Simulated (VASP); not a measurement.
GaN (wurtzite) relaxed at rising pressure, in one space group throughout; other phases were not tried. The pressures are those reached. Calculation: LDA (Ceperley-Alder, Perdew-Zunger), VASP's LDA PAW potentials (set 64) (plane waves; VASP 6.6.1).

| P (GPa) | V (Å³/atom) | k-mesh |
|---|---|---|
| -0.19 | 11.115 | 8×8×5 |
| 4.98 | 10.848 | 8×8×5 |
| 9.97 | 10.619 | 8×8×5 |
| 19.82 | 10.231 | 8×8×5 |
| 29.85 | 9.898 | 8×8×5 |

A change of mesh leaves a small step in the series.

Q: Fit an equation of state and predict the volume at 44.84 GPa.

A: Least squares on the third-order Birch-Murnaghan form, P = (3B0/2)(y⁷ − y⁵)[1 + (3/4)(B′ − 4)(y² − 1)] with y = (V0/V)^(1/3), gives V0 = 11.104 Å³/atom, B0 = 203 GPa and B′ = 4.3, and so 9.485 Å³/atom. The run gave 9.485 Å³/atom, -0.0 % from the fit.

Pressures at which the relaxation failed are left out.

The compound is GaN in the wurtzite structure.
